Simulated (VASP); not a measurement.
Ag (fcc): the lattice constant a from VASP (plane waves, PAW) at several levels of theory. Static lattice.

| level | lattice constant a (Å) | error against measurement |
|---|---|---|
| LDA | 4.003 | -1.4 % |
| PBE | 4.146 | +2.1 % |
| PBEsol | 4.051 | -0.3 % |
| SCAN | 4.083 | +0.5 % |
| r2SCAN | 4.105 | +1.1 % |

Measured: 4.062 Å at 0 K (as given by Daniel Mejia-Rodriguez et al., Physical Review B (2018), arXiv:1807.09216; static lattice: zero-point anharmonic expansion removed).

The cell of the LDA run:

Space group Fm-3m (No. 225); a = 4.0032 Å, b = 4.0032 Å, c = 4.0032 Å, α = 90.00°, β = 90.00°, γ = 90.00°

```tsv
atom	site	symmetry	x	y	z
Ag	4a	m-3m	0.0000	0.0000	0.0000
```
(The calculation used a cell of 1 atom; values per cell refer to that cell.)

Only levels that ran to the end are used. Left out are those held back, those with too coarse a band path, GW runs whose mesh misses a band edge, hybrids' fits of cells that aren't cubic and levels without matching references; a question may draw on a part of the rest.

The compound is Ag in the fcc structure.
